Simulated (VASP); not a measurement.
Level of theory: PBE GGA, VASP's PBE PAW potentials (set 64) (plane waves; VASP).

Input for VASP

POSCAR:
```
Al3InAs4
1
    5.8399177896     0.0000000000    -0.0000000000
    0.0000000000     5.8399177896     0.0000000000
   -0.0000000000     0.0000000000     5.8399177896
In As Al
1 4 3
Direct
  1.0000000000   0.0000000000   0.0000000000
  0.2605190864   0.2605190864   0.2605190864
  0.7394809136   0.7394809136   0.2605190864
  0.7394809136   0.2605190864   0.7394809136
  0.2605190864   0.7394809136   0.7394809136
  0.5000000000   0.5000000000   0.0000000000
  0.5000000000   0.0000000000   0.5000000000
  1.0000000000   0.5000000000   0.5000000000
```

### INCAR
```
SYSTEM = Al3InAs4
PREC = Accurate
ENCUT = 400
EDIFF = 1E-6
NELM = 100
ALGO = Normal
LREAL = .FALSE.
LASPH = .TRUE.
ISMEAR = 0
SIGMA = 0.05
GGA = PE
LMAXMIX = 4
LWAVE = .FALSE.
LCHARG = .TRUE.
```

KPOINTS:
```
Automatic mesh
0
Gamma
4 4 4
0 0 0
```

POTCAR, in this order: In_d As Al (PBE.64 set). Program: vasp_std.

Output of the run:

File OSZICAR:
```
       N       E                     dE             d eps       ncg     rms          rms(c)
DAV:   1     0.230055045991E+03    0.23006E+03   -0.14493E+04   520   0.116E+03
DAV:   2    -0.150473546398E+02   -0.24510E+03   -0.23864E+03   628   0.266E+02
DAV:   3    -0.360964555512E+02   -0.21049E+02   -0.20864E+02   680   0.847E+01
DAV:   4    -0.366955059972E+02   -0.59905E+00   -0.59807E+00   654   0.172E+01
DAV:   5    -0.367202988680E+02   -0.24793E-01   -0.24785E-01   780   0.302E+00    0.697E+00
DAV:   6    -0.358790644781E+02    0.84123E+00   -0.17070E+00   800   0.129E+01    0.427E+00
DAV:   7    -0.357752185914E+02    0.10385E+00   -0.80174E-01   776   0.457E+00    0.124E+00
DAV:   8    -0.357741227606E+02    0.10958E-02   -0.54119E-02   722   0.213E+00    0.685E-01
DAV:   9    -0.357773114664E+02   -0.31887E-02   -0.73584E-03   578   0.698E-01    0.181E-01
DAV:  10    -0.357773525060E+02   -0.41040E-04   -0.44160E-04   828   0.152E-01    0.148E-01
DAV:  11    -0.357775612249E+02   -0.20872E-03   -0.29938E-04   576   0.984E-02    0.498E-02
DAV:  12    -0.357775699643E+02   -0.87394E-05   -0.53726E-05   700   0.792E-02    0.484E-02
DAV:  13    -0.357775704626E+02   -0.49826E-06   -0.50714E-06   622   0.169E-02
   1 F= -.35777570E+02 E0= -.35777570E+02  d E =-.377976E-11
```

**OUTCAR**
```
------------------------ aborting loop because EDIFF is reached ----------------------------------------
  FORCE on cell =-STRESS in cart. coord.  units (eV):
  Direction    XX          YY          ZZ          XY          YZ          ZX
  --------------------------------------------------------------------------------------
  Total       -0.0531737     -0.0531737     -0.0531737     -0.0000000     -0.0000000      0.0000000
  in kB       -0.4277474     -0.4277474     -0.4277474     -0.0000000     -0.0000000      0.0000000
  external PRESSURE =      -0.4277474 kB  Pullay stress =       0.0000000 kB
  volume of cell :      199.17
      direct lattice vectors                 reciprocal lattice vectors
     5.839917790  0.000000000  0.000000000     0.171235287  0.000000000  0.000000000
     0.000000000  5.839917790  0.000000000     0.000000000  0.171235287  0.000000000
     0.000000000  0.000000000  5.839917790     0.000000000  0.000000000  0.171235287
 POSITION                                       TOTAL-FORCE (eV/Angst)
 -----------------------------------------------------------------------------------
      0.00000      0.00000      0.00000        -0.000000     -0.000000     -0.000000
      1.52141      1.52141      1.52141         0.010940      0.010940      0.010940
      4.31851      4.31851      1.52141        -0.010940     -0.010940      0.010940
      4.31851      1.52141      4.31851        -0.010940      0.010940     -0.010940
      1.52141      4.31851      4.31851         0.010940     -0.010940     -0.010940
      2.91996      2.91996      0.00000        -0.000000     -0.000000     -0.000000
      2.91996      0.00000      2.91996        -0.000000     -0.000000     -0.000000
      0.00000      2.91996      2.91996        -0.000000     -0.000000     -0.000000
 -----------------------------------------------------------------------------------
    total drift:                               -0.000000     -0.000000     -0.000000
  FREE ENERGIE OF THE ION-ELECTRON SYSTEM (eV)
  ---------------------------------------------------
  free  energy   TOTEN  =       -35.7775704626 eV

  energy  without entropy=      -35.7775704626  energy(sigma->0) =      -35.77757046
```
(Selected blocks of OUTCAR.)

The structure was generated: Al3InAs4 was put into an ordered model structure (P-43m), which need not be its known phase. It was relaxed first.
